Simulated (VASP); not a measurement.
Given:

```yaml
crystal:
  lattice:
    - [2.87351, 0.00000, 0.00000]
    - [-1.43675, 2.48853, 0.00000]
    - [0.00000, 0.00000, 9.49395]
  atoms:
    - { symbol: Au, position: [0.00000, 0.00000, 0.00000] }
    - { symbol: Au, position: [0.00000, 0.00000, 0.50000] }
    - { symbol: Au, position: [0.33333, 0.66667, 0.25000] }
    - { symbol: Au, position: [0.66667, 0.33333, 0.75000] }
```

Method: PBEsol GGA, VASP's PBE PAW potentials (set 64) (plane waves; VASP 6.6.1). Numerical set-up: 400 eV cut-off, Gaussian smearing of 0.050 eV, potentials Au.

### Question
Give the energies of bands 12 to 25 at the high-symmetry points, in eV from the Fermi level.

### Answer

```
band      Γ      M      K      A      L      H
----  -----  -----  -----  -----  -----  -----
12    -4.43  -3.50  -4.64  -4.51  -3.29  -4.69
13    -4.43  -3.48  -3.70  -4.51  -3.05  -3.69
14    -4.37  -1.98  -3.70  -4.51  -3.05  -3.69
15    -4.37  -1.93  -2.96  -3.27  -2.45  -3.20
16    -3.44  -1.91  -2.96  -3.27  -2.45  -3.20
17    -3.44  -1.82  -2.43  -3.22  -1.89  -2.27
18    -2.97  -1.74  -2.29  -3.22  -1.89  -2.27
19    -2.97  -1.71  -2.29  -3.22  -1.73  -2.09
20    -2.65  -1.71  -2.14  -3.22  -1.73  -2.09
21    -2.65  -0.65   2.20  -2.31   0.23   2.73
22    -2.06   0.17   2.63  -2.31   0.23   2.73
23    -2.06   1.08   2.63  -2.31   1.21   3.04
24    -1.13   1.37   4.26  -2.31   1.21   3.04
25     2.90   3.64   4.51   6.07   4.16   4.03
```

It has no gap at this level: it comes out as a metal or semimetal.

The structure was generated: Au was put into the dhcp type (P6_3/mmc), which need not be its known phase. It was relaxed first.
